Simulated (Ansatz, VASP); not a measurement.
**Al in two plane-wave programs**

One calculation is typed for both programs; each brings its own data sets. How far apart do they land? The structure shown is the end of the Ansatz relaxation below.

Calculated with Ansatz 0.2.0; plane waves, with VASP 6.6.1 beside it; single point at PBEsol.

## (1) Set-up

It takes space group I4/mmm (No. 139, tetragonal). Conventional cell: a = 2.825 Å, b = 2.825 Å, c = 4.015 Å, α = 90.00°, β = 90.00°, γ = 90.00°. Nearest to Al lie 12 Al at 2.82 to 2.83 Å.

## (2) Ansatz: relaxation, PBEsol

Ansatz runs on its PAW soft_1 files.

This run makes the geometry at which the two programs are then compared.

input.yaml reads:

```yaml
crystal:
  lattice:
    - [2.838919, 0.0, 0.0]
    - [0.0, 2.838919, 0.0]
    - [0.0, 0.0, 4.014838]
  atoms:
    - { symbol: Al, position: [0.0, 0.0, 0.0] }
    - { symbol: Al, position: [0.5, 0.5, 0.5] }
kpoints:
  mp_grid: { grid: [15, 15, 11] }
scf:
  occupations: { method: fermi_dirac, width: 0.05 }
hamiltonian:
  xc: pbesol
  pseudopotentials: { kind: paw, azcp: { folder: soft_1 }, xc_functional: pbe }
basis:
  ecutwfc: 600
output:
  forces: true
  stress: true
relax:
  f_tol: 0.005
  max_steps: 70
  cell: { stress_tol: 0.02, p_target: 0, fix: [c, alpha, beta, gamma] }
```

The run is started by

```bash
> ansatz run input.yaml --threads 4 --pin off --max-ram 10240MiB --backend cpu --events-out ev --progress --plain --runs-dir out
```

Numbers of over 12 decimals in the logs are rounded to 6 here.

The log of the run:

```text
Engine: ansatz 0.2.0, aarch64-unknown-linux-gnu
Pseudopotentials: kind: paw
Pseudopotential: Al, paw, valence charge 3, recommended cutoff 420 eV (normal), soft_1/Al.paw.azcp
Functional definition: PBEsol
  exchange = pbesol_x
  correlation = pbesol_c
Crystal: 2 atoms, lattice volume = 32.357 Å³
Basis set: ecut = 600 eV, 1061 PW (Γ), exchange–correlation on 48×48×72 points (8 copies of the dense FFT grid, shifted against one another)
Bands: 7, of which v1, the nominal top of the filled ones, is band 3 counted from 1 (2 counted from 0)
Symmetry: 32 space group operations
Space group: Fm-3m (ITA 225), of the structure as read, at distance tolerance 3.2e-5 Å
k-points: 216 of 2475
Non-local potential: Al, projectors of the file, l = 0: 2, l = 1: 2, l = 2: 1
PAW form: soft (Blöchl's): semilocal exchange-correlation on the pseudo side does not see the compensation charge
PAW frozen core: Al, regenerated for the run's functional, and the local potential with it (the file was generated under x = pbe(κ = 0.804, μ = 0.219515), c = pbe(β = 0.066725))
PAW one-centre angular grid: Al, 110 points (default); XC on 64 Gauss nodes
Initial density: superposition of atomic densities (chi_scale 0.1, normalization cell)
Initial wavefunctions: pseudopotential atomic-orbital guess
Functional: x = pbesol(κ = 0.804, μ = 0.123457), c = pbesol(β = 0.046)
SCF iter   1: F=—  HF=-1049.199240 eV  |F-HF|=—  |Δ(HF+E_count)|=         —  Δρ=2.32e-2  dr2=1.83e-1  ethr=3.10e-3  ⟨swp⟩=4.7  Hψ=11965  notcnv=0
preconditioner: auto → none  [metal: Δε(μ)=0.022 eV  Ē_g=9.102 eV  σ=0.050 eV  W_gap=0.11  n_scr=2 (ndim 8)  ℏωp=16.0 eV  f_vac=0.000  D(μ)=0.82/eV (n_scr^D=2)  sad-step TF]
SCF iter   2: F=—  HF=-1049.146383 eV  |F-HF|=—  |Δ(HF+E_count)|=   5.29e-2  Δρ=1.52e-2  dr2=7.91e-2  ethr=3.06e-3  ⟨swp⟩=1.0  Hψ=3240  notcnv=0
SCF iter   3: F=—  HF=-1049.099340 eV  |F-HF|=—  |Δ(HF+E_count)|=   4.70e-2  Δρ=3.26e-4  dr2=1.24e-5  ethr=1.32e-3  ⟨swp⟩=1.9  Hψ=1949  notcnv=0
SCF iter   4: F=—  HF=-1049.099213 eV  |F-HF|=—  |Δ(HF+E_count)|=   1.27e-4  Δρ=5.60e-5  dr2=5.43e-7  ethr=2.06e-7  ⟨swp⟩=2.0  Hψ=2173  notcnv=0  defer=26
SCF iter   5: F=-1049.099214 eV  HF=-1049.099214 eV  |F-HF|=1.29e-9  |Δ(HF+E_count)|=   9.57e-7  Δρ=3.49e-6  dr2=1.82e-9  ethr=1.67e-9  ⟨swp⟩=4.0  Hψ=4077  notcnv=0
SCF 1 converged in 5 iterations: F = -1049.099214 eV  dr2 = 1.82e-9
  greatest PAW one-centre occupation: 0.449 electrons in one spin orbital (limit 2), on the Al atom at site 1 (counted from 0), in its partial waves of l = 0
relax step   1: F+E_penalty+E_count = -1049.09921376 eV  Δ(F+E_penalty+E_count) = +0.000e0 eV  max|allowed force component| = 1.310e-32 eV/Å  Δτ_max = 0.0000 Å  P = -0.066 GPa  Ω = 32.357 Å³  fix = [c, alpha, beta, gamma]  reactions: c +1.604 GPa  (5 SCF iters, dr2 threshold 1.00e-7 eV, accepted)
[...]
relax step   2: F+E_penalty+E_count = -1049.10013008 eV  Δ(F+E_penalty+E_count) = -9.163e-4 eV  max|allowed force component| = 8.782e-32 eV/Å  Δτ_max = 0.0000 Å  P = +0.790 GPa  Ω = 32.027 Å³  energy of the carried Pulay correction = +1.268e-6 eV  fix = [c, alpha, beta, gamma]  reactions: c +2.311 GPa  (3 SCF iters, dr2 threshold 2.00e-7 eV, accepted)
[...]
relax step   3: F+E_penalty+E_count = -1049.10013094 eV  Δ(F+E_penalty+E_count) = -8.627e-7 eV  max|allowed force component| = 3.852e-32 eV/Å  Δτ_max = 0.0000 Å  P = +0.762 GPa  Ω = 32.037 Å³  energy of the carried Pulay correction = +1.228e-6 eV  fix = [c, alpha, beta, gamma]  reactions: c +2.289 GPa  (3 SCF iters, dr2 threshold 2.14e-9 eV, accepted)
[...]
relax step   4: F+E_penalty+E_count = -1049.10012982 eV  Δ(F+E_penalty+E_count) = +1.121e-6 eV  max|allowed force component| = 4.815e-32 eV/Å  Δτ_max = 0.0000 Å  P = +0.762 GPa  Ω = 32.037 Å³  fix = [c, alpha, beta, gamma]  reactions: c +2.289 GPa  stress off target by 1.38e-3 GPa on what of the cell is left free  SCF on the basis re-selected at this cell (its energy is not comparable with the rows above)  (3 SCF iters)
basis re-selected at this cell: Δ(F+E_penalty+E_count) = +1.121e-6 eV, ΔP = -0.000 GPa vs the last step (what re-selecting the basis moved, of the pressure what is left beyond the Pulay correction that the steps carried, after the strain that the cell walked since its last selection, with what the two solves' SCF thresholds leave and, on support functions, any second-order correction that the steps lacked; it is no m [...]
SCF converged after 3 iterations
Free energy (F): -1049.100130 eV
Harris-Foulkes:  -1049.100130 eV  (|F-HF|=3.41e-12)
Internal energy: -1049.093598 eV  (E = F + TS)
E sigma→0 (E₀):  -1049.096864 eV
Entropy (-TS):   -0.006532 eV (-3.266 meV/atom)
Fermi energy:    8.194064 eV
--- Per-component energies (eV) ---
  E_band       = 22.107041
  E_kinetic    = 45.974445
  E_local      = 21.658671  (includes V_loc(G=0)·N_el)
  E_nonlocal   = 20.252039
  E_hartree    = 0.208762
  E_xc         = -75.229301
  E_vxc        = -59.227733  (∫ρ·V_xc dr)
  E_paw        = -913.508355  (= ΣΔE_a)
  E_vpaw       = -6.967908  (= ΣTr[D̂ρ^β])
  E_aug_tail   = 0.000003  (compensation charges beyond the density's cutoff)
  E_ewald      = -148.488140
  E_core_change = 0.038278  (= ΣΔE_core)
  E_smearing   = -0.006532  (= −TS)
  E_closure    = -0.000000  (closes the sum)
  Σ components = -1049.100130   (vs F -1049.100130, Δ=0.00e0)
--- Forces (eV/Å), atoms counted from 1 ---
  atom   1  Al    -0.00000000    -0.00000000     0.00000000
  atom   2  Al    -0.00000000     0.00000000     0.00000000
  max |Σ_I F_I| component: 1.83e-31 eV/Å
--- Stress (GPa, compression-positive) ---
       -0.001375       0.000000       0.000000
        0.000000      -0.001375       0.000000
        0.000000       0.000000       2.288943
  P = ⅓ Tr σ = 0.7621 GPa (7.621 kbar)
--- Relaxed structure (3 steps of the walk, 3 accepted, 1 SCFs on fresh bases) ---
  F+E_penalty+E_count = -1049.10012982 eV   max|allowed force component| = 4.815e-32 eV/Å   (the final SCF, on the basis selected at the relaxed cell)
  cell:  # Å, volume = 32.0373 Å³
    - [2.824841, 0, 0.0]
    - [0, 2.824841, 0.0]
    - [0.0, 0.0, 4.014838]
  atoms:
    - { symbol: Al, position: [0.0, 0.0, 0.0] }
    - { symbol: Al, position: [0.5, 0.5, 0.5] }
```

## (3) VASP: single point, PBEsol, pair 1

The same cell, functional, mesh and smearing now go to VASP, with its own data sets.

Lines of VASP's logs that name or quote its potential files are left out, and so is its time.

INCAR reads:

```
SYSTEM = Al
PREC = Accurate
ENCUT = 500
EDIFF = 1E-06
NELM = 120
ISMEAR = -1
SIGMA = 0.05
LREAL = .FALSE.
ALGO = Normal
GGA = PS
NBANDS = 9
LORBIT = 11
LWAVE = .FALSE.
LCHARG = .FALSE.
ISIF = 2
LASPH = .TRUE.
GGA_COMPAT = .FALSE.
```

POSCAR reads:

```
Al
1.0
    2.8248406783      0.0000000000      0.0000000000
    0.0000000000      2.8248406783      0.0000000000
    0.0000000000      0.0000000000      4.0148380000
Al
2
Direct
    0.0000000000      0.0000000000      0.0000000000
    0.5000000000      0.5000000000      0.5000000000
```

KPOINTS reads:

```
Automatic mesh
0
Gamma
15 15 11
0 0 0
```

The projector-augmented-wave data sets are Al (PBE family, release 64).

The run is started by

```bash
> mpirun -np 1 vasp_std
```

The log of the run:

```text
[banner, memory and clock lines left out]
running    1 mpi-ranks, on    1 nodes
 distrk:  each k-point on    1 cores,    1 groups
 distr:  one band on    1 cores,    1 groups

 POSCAR found type information on POSCAR Al
 POSCAR found :  1 types and       2 ions
|                                                                             |
|               ----> ADVICE to this user running VASP <----                  |
|                                                                             |
|     You enforced a specific xc type in the INCAR file but a different       |
|     [... a line on the potential file left out ...]
|     I HOPE YOU KNOW WHAT YOU ARE DOING!                                     |
|                                                                             |

 LDA part: xc-table for (Slater+PW92), standard interpolation
 POSCAR, INCAR and KPOINTS ok, starting setup
 FFT: planning ... GRIDC
 FFT: planning ... GRID_SOFT
 FFT: planning ... GRID
 WAVECAR not read
 entering main loop
       N       E                     dE             d eps       ncg     rms          rms(c)
DAV:   1    -0.164529291182E+01   -0.16453E+01   -0.21336E+03  3928   0.468E+02
DAV:   2    -0.812588039335E+01   -0.64806E+01   -0.62770E+01  5366   0.514E+01
DAV:   3    -0.824343391444E+01   -0.11755E+00   -0.11700E+00  4949   0.591E+00
DAV:   4    -0.824396015538E+01   -0.52624E-03   -0.52621E-03  5307   0.418E-01
DAV:   5    -0.824396332018E+01   -0.31648E-05   -0.31660E-05  4951   0.277E-02    0.205E+00
DAV:   6    -0.820925713609E+01    0.34706E-01   -0.40377E-03  4484   0.338E-01    0.116E+00
DAV:   7    -0.818589373562E+01    0.23363E-01   -0.10427E-02  4344   0.523E-01    0.216E-01
DAV:   8    -0.818577854604E+01    0.11519E-03   -0.10191E-04  5528   0.682E-02    0.283E-02
DAV:   9    -0.818577667184E+01    0.18742E-05   -0.98326E-07  4663   0.614E-03    0.197E-03
DAV:  10    -0.818577600271E+01    0.66913E-06   -0.13242E-08  2589   0.880E-04
   1 F= -.81857760E+01 E0= -.81825182E+01  d E =-.651561E-02
```

From OUTCAR (step 3):

```text
ion  position               nearest neighbor table
   1  0.000  0.000  0.000-   2 2.83   2 2.83   2 2.83   2 2.83   2 2.83   2 2.83   2 2.83   2 2.83

  LATTYP: Found a simple tetragonal cell.
 ALAT       =     2.8248406783
 C/A-ratio  =     1.4212617479

 Subroutine GETGRP returns: Found 16 space group operations
 (whereof 16 operations were pure point group operations)

The static configuration has the point symmetry D_4h.

 Found    216 irreducible k-points:

   k-points           NKPTS =    216   k-points in BZ     NKDIM =    216   number of bands    NBANDS=      9

   dimension x,y,z NGX =    24 NGY =   24 NGZ =   30
   dimension x,y,z NGXF=    48 NGYF=   48 NGZF=   60

   ENCUT  =  500.0 eV  36.75 Ry    6.06 a.u.   5.15  5.15  7.32*2*pi/ulx,y,z

   NELECT =       6.0000    total number of electrons

 k-points in reciprocal lattice and weights: Automatic mesh
   0.00000000  0.00000000  0.00000000       0.000
   0.06666667  0.00000000  0.00000000       0.002
   0.13333333  0.00000000  0.00000000       0.002
   0.20000000  0.00000000  0.00000000       0.002
   0.26666667  0.00000000  0.00000000       0.002
   0.33333333  0.00000000  0.00000000       0.002
   0.40000000  0.00000000  0.00000000       0.002
   0.46666667  0.00000000  0.00000000       0.002
   0.06666667  0.06666667  0.00000000       0.002
[...]
0.46666667  0.40000000  0.45454545       0.006
   0.46666667  0.46666667  0.45454545       0.003

 average (electrostatic) potential at core
       1 -71.9671       2 -71.9671

 E-fermi :   8.2705

 k-point     1 :       0.0000    0.0000    0.0000
  band No.  band energies     occupation
      1      -3.0745      2.00000
      2       5.2217      2.00000
      3       6.5774      2.00000
      4      13.5592      0.00000
      5      14.0500      0.00000
      6      14.0500      0.00000
      7      17.6603      0.00000
      8      20.9967      0.00000
    ...

 k-point     2 :       0.0667    0.0000    0.0000
  band No.  band energies     occupation
      1      -2.9921      2.00000
      2       5.2968      2.00000
      3       6.6563      2.00000
      4      12.0393      0.00000
      5      14.1200      0.00000
      6      15.0366      0.00000
      7      18.3983      0.00000
      8      19.7958      0.00000
    ...

 k-point     3 :       0.1333    0.0000    0.0000
  band No.  band energies     occupation
      1      -2.7452      2.00000
      2       5.5222      2.00000
      3       6.8884      2.00000
      4      10.1780      0.00000
      5      14.3298      0.00000
      6      15.6836      0.00000
      7      17.9239      0.00000
      8      18.7322      0.00000
    ...

  Total        0.0174314      0.0174314      0.4754941      0.0000000     -0.0000000      0.0000000
  in kB        0.8717399      0.8717399     23.7793408      0.0000000     -0.0000000      0.0000000
  external PRESSURE =       8.5076069 kB  Pullay stress =       0.0000000 kB

  energy-cutoff  :      500.00
  volume of cell :       32.04
      direct lattice vectors                 reciprocal lattice vectors
     2.824840678  0.000000000  0.000000000     0.354002266  0.000000000  0.000000000
     0.000000000  2.824840678  0.000000000     0.000000000  0.354002266  0.000000000
     0.000000000  0.000000000  4.014838000     0.000000000  0.000000000  0.249076052

 POSITION                                       TOTAL-FORCE (eV/Angst)
 -----------------------------------------------------------------------------------
      0.00000      0.00000      0.00000        -0.000000     -0.000000      0.000000
      1.41242      1.41242      2.00742         0.000000      0.000000      0.000000
 -----------------------------------------------------------------------------------
    total drift:                                0.000000      0.000000     -0.000000

  FREE ENERGIE OF THE ION-ELECTRON SYSTEM (eV)
  ---------------------------------------------------
  free  energy   TOTEN  =        -8.1857760027 eV

  energy  without entropy=       -8.1792603933  energy(sigma->0) =       -8.18251820

 total charge
# of ion       s       p       d       tot
------------------------------------------
    1        0.428   0.351   0.000   0.778
    2        0.428   0.351   0.000   0.778
--------------------------------------------------
tot          0.855   0.701   0.000   1.556

[... 3 further parts left out ...]
```

The run ends at a pressure of 0.85 GPa.

## (4) Side by side

Known differences besides the potentials themselves: the cutoff is 600 eV in Ansatz and 500 eV in VASP; Ansatz makes its cores anew for this functional, VASP keeps those of its PBE data sets; Ansatz's pressure holds a Pulay correction, VASP's none. Total energies have different zeros and are not compared.

The two programs side by side:

```tsv
quantity	Ansatz	VASP	difference
pressure (GPa)	0.76	0.85	-0.09
```

## (5) Ansatz: relaxation, PBEsol

This run makes the geometry at which the two programs are then compared. The cell compared in this pair holds 32.13 Å³, against 32.04 Å³ for the pair before.

The structure compared here is the end of the Ansatz relaxation.

input.yaml, the sections that differ from step 2:

```yaml
crystal:
  lattice:
    - [2.853113595, 0.0, 0.0]
    - [0.0, 2.853113595, 0.0]
    - [0.0, 0.0, 3.93454124]
  atoms:
    - { symbol: Al, position: [0.0, 0.0, 0.0] }
    - { symbol: Al, position: [0.5, 0.5, 0.5] }
output:
  forces: true
  stress: true
  write_density: true
  write_potential: true
  elf: true
  volumetric_format: npy
# kpoints, scf, hamiltonian, basis, relax: as in step 2
```

The run is started by

```bash
> ansatz run input.yaml --threads 4 --pin off --max-ram 10240MiB --backend cpu --events-out ev --progress --plain --runs-dir out
```

The log of the run:

```text
[...]
Crystal: 2 atoms, lattice volume = 32.028 Å³
Basis set: ecut = 600 eV, 1059 PW (Γ), exchange–correlation on 48×48×64 points (8 copies of the dense FFT grid, shifted against one another)
Bands: 7, of which v1, the nominal top of the filled ones, is band 3 counted from 1 (2 counted from 0)
Symmetry: 32 space group operations
[...]
k-points: 216 of 2475
[...]
0.000000       0.000000       1.779685
  P = ⅓ Tr σ = 0.5937 GPa (5.937 kbar)
--- Band table (eV; the first three rows and the last of 216) ---
[...]
--- Relaxed structure (3 steps of the walk, 3 accepted, 1 SCFs on fresh bases) ---
[...]
cell:  # Å, volume = 32.1347 Å³
    - [2.857856, 0, 0.0]
    - [0, 2.857856, 0.0]
    - [0.0, 0.0, 3.93454124]
  atoms:
    - { symbol: Al, position: [0.0, 0.0, 0.0] }
    - { symbol: Al, position: [0.5, 0.5, 0.5] }
[key lines of the parts left out:]
SCF converged after 3 iterations
Free energy (F): -1049.090289 eV
Fermi energy:    8.195548 eV
```

## (6) VASP: single point, PBEsol, pair 2

The same cell, functional, mesh and smearing now go to VASP, with its own data sets.

INCAR is that of step 3.

POSCAR reads:

```
Al
1.0
    2.8578559749      0.0000000000      0.0000000000
    0.0000000000      2.8578559749      0.0000000000
    0.0000000000      0.0000000000      3.9345412400
Al
2
Direct
    0.0000000000      0.0000000000      0.0000000000
    0.5000000000      0.5000000000      0.5000000000
```

KPOINTS is that of step 3.

The run is started by

```bash
> mpirun -np 1 vasp_std
```

The log of the run:

```text
[banner, memory and clock lines left out]
running    1 mpi-ranks, on    1 nodes
[...]
[... a notice as in an earlier step ...]

 LDA part: xc-table for (Slater+PW92), standard interpolation
 POSCAR, INCAR and KPOINTS ok, starting setup
[...]
entering main loop
       N       E                     dE             d eps       ncg     rms          rms(c)
DAV:   1    -0.143390631753E+01   -0.14339E+01   -0.21645E+03  3888   0.474E+02
DAV:   2    -0.810285931371E+01   -0.66690E+01   -0.63448E+01  5291   0.511E+01
DAV:   3    -0.823321966197E+01   -0.13036E+00   -0.12966E+00  5137   0.620E+00
DAV:   4    -0.823381445499E+01   -0.59479E-03   -0.59475E-03  5094   0.437E-01
[...]
DAV:   8    -0.817598830183E+01    0.10847E-03   -0.99811E-05  5469   0.678E-02    0.256E-02
DAV:   9    -0.817598646494E+01    0.18369E-05   -0.10007E-06  4679   0.616E-03    0.195E-03
DAV:  10    -0.817598577462E+01    0.69031E-06   -0.13383E-08  2609   0.893E-04
   1 F= -.81759858E+01 E0= -.81719490E+01  d E =-.807361E-02
```

[end of part 1 of 2]

[Lines on the potential files, build, host, timing and source positions are cut from VASP's logs without a mark.]

[Logs are printed without paths, hosts, clocks, repeated set-up lines and the standing remarks that a program may print on its own settings, such as how far it seeks lower states.]

[Hosts, paths, dates, database ids (printed as entryN), source tags and the programs' standing remarks are cut or masked in the printed files.]
